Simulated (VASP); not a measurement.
All values below come from PBE GGA with D3 dispersion (Becke-Johnson damping), VASP's PBE PAW potentials (set 64) (plane waves; VASP 6.6.1).

Input for VASP

File KPOINTS:
```
K-points
0
G
  1 1 1
0 0 0
```

**POSCAR**
```
O atom
1
   12.0000000000     0.0000000000     0.0000000000
    0.0000000000    12.5000000000     0.0000000000
    0.0000000000     0.0000000000    13.0000000000
O
1
Direct
  0.0000000000   0.0000000000   0.0000000000
```

INCAR:
```
SYSTEM = O atom
PREC = Normal
ENCUT = 520
EDIFF = 1E-6
NELM = 200
ALGO = All
LREAL = .FALSE.
LASPH = .TRUE.
ISMEAR = 0
SIGMA = 0.01
GGA = PE
IVDW = 12
ISPIN = 2
MAGMOM = 2
LORBIT = 10
LWAVE = .FALSE.
LCHARG = .FALSE.
ISYM = 0
NUPDOWN = 2
```

POTCAR, in this order: O (PBE.64 set). Program: vasp_gam. Read from the step before: WAVECAR.

What VASP printed:

### OUTCAR
```
 ion  position               nearest neighbor table
   1  0.000  0.000  0.000-
 Subroutine IBZKPT returns following result:
 Found      1 irreducible k-points:

 Following reciprocal coordinates:
            Coordinates               Weight
  0.000000  0.000000  0.000000      1.000000
   k-points           NKPTS =      1   k-points in BZ     NKDIM =      1   number of bands    NBANDS=      8
   number of dos      NEDOS =    301   number of ions     NIONS =      1
   total plane-waves  NPLWV = 392000
   dimension x,y,z NGX =    70 NGY =   70 NGZ =   80
   dimension x,y,z NGXF=   140 NGYF=  140 NGZF=  160
   ions per type =               1
   PREC   = normal    normal or accurate (medium, high low for compatibility)
   ISTART =      1    job   : 0-new  1-cont  2-samecut
   ICHARG =      0    charge: 1-file 2-atom 10-const
   ISPIN  =      2    spin polarized calculation?
   LNONCOLLINEAR =      F non collinear calculations
   LSORBIT =      F    spin-orbit coupling
   INIWAV =      1    electr: 0-lowe 1-rand  2-diag
   ENCUT  =  520.0 eV  38.22 Ry    6.18 a.u.  22.31 23.24 24.17*2*pi/ulx,y,z
   NELM   =    200;   NELMIN=  2; NELMDL=  0     # of ELM steps
   EDIFF  = 0.1E-05   stopping-criterion for ELM
   LREAL  =      F    real-space projection
...
```

OSZICAR:
```
       N       E                     dE             d eps       ncg     rms           ort
SDA:   1    -0.165299082990E+01   -0.16530E+01    0.00000E+00     8   0.804E-07   0.000E+00
SDA:   2    -0.165299151270E+01   -0.68280E-06   -0.68292E-06     8   0.271E-04   0.143E-05
SDA:   3    -0.165329554928E+01   -0.30404E-03   -0.30404E-03     8   0.121E-01   0.573E-03
SDA:   4    -0.184959754033E+01   -0.19630E+00   -0.19685E+00     8   0.377E+00   0.142E-01
CGA:   5    -0.188414531126E+01   -0.34548E-01   -0.80193E-01     8   0.337E-01   0.509E-01
CGA:   6    -0.190279069147E+01   -0.18645E-01   -0.18642E-01     8   0.989E-02   0.276E-04
CGA:   7    -0.190451277471E+01   -0.17221E-02   -0.17219E-02     8   0.233E-02   0.897E-05
CGA:   8    -0.190517026259E+01   -0.65749E-03   -0.65742E-03     8   0.402E-03  -0.117E-05
CGA:   9    -0.190525858575E+01   -0.88323E-04   -0.88225E-04     8   0.102E-03  -0.892E-06
CGA:  10    -0.190529080251E+01   -0.32217E-04   -0.32217E-04     8   0.245E-04  -0.688E-08
CGA:  11    -0.190529741436E+01   -0.66119E-05   -0.66028E-05     8   0.605E-05  -0.180E-06
CGA:  12    -0.190529956025E+01   -0.21459E-05   -0.21490E-05     8   0.186E-05  -0.688E-07
CGA:  13    -0.190530016680E+01   -0.60655E-06   -0.60699E-06     8   0.555E-06  -0.289E-07
   1 F= -.19053107E+01 E0= -.19053107E+01  d E =-.616233E-15  mag=     2.0000
```

OUTCAR:
```
------------------------ aborting loop because EDIFF is reached ----------------------------------------
 Edisp (eV)   -0.00001
  FORCE on cell =-STRESS in cart. coord.  units (eV):
  Direction    XX          YY          ZZ          XY          YZ          ZX
  --------------------------------------------------------------------------------------
  Total      -0.02467    -0.03063    -0.03003    -0.00228     0.00458     0.00140
  in kB      -0.02027    -0.02516    -0.02468    -0.00188     0.00376     0.00115
  external pressure =       -0.02 kB  Pullay stress =        0.00 kB
  volume of cell :     1950.00
      direct lattice vectors                 reciprocal lattice vectors
    12.000000000  0.000000000  0.000000000     0.083333333  0.000000000  0.000000000
     0.000000000 12.500000000  0.000000000     0.000000000  0.080000000  0.000000000
     0.000000000  0.000000000 13.000000000     0.000000000  0.000000000  0.076923077
 POSITION                                       TOTAL-FORCE (eV/Angst)
 -----------------------------------------------------------------------------------
      0.00000      0.00000      0.00000        -0.000000      0.000000     -0.000000
 -----------------------------------------------------------------------------------
    total drift:                               -0.000000      0.000000     -0.000000
  FREE ENERGIE OF THE ION-ELECTRON SYSTEM (eV)
  ---------------------------------------------------
  free  energy   TOTEN  =        -1.9053106744 eV

  energy  without entropy=       -1.9053106744  energy(sigma->0) =       -1.90531067

 total charge

# of ion       s       p       d       tot
------------------------------------------
    1        1.623   2.927   0.000   4.550

 magnetization (x)

# of ion       s       p       d       tot
------------------------------------------
    1        0.017   1.523   0.000   1.540
```
(Selected blocks of OUTCAR.)

The atom may not be in its lowest state.

The cell is a free atom in a box.
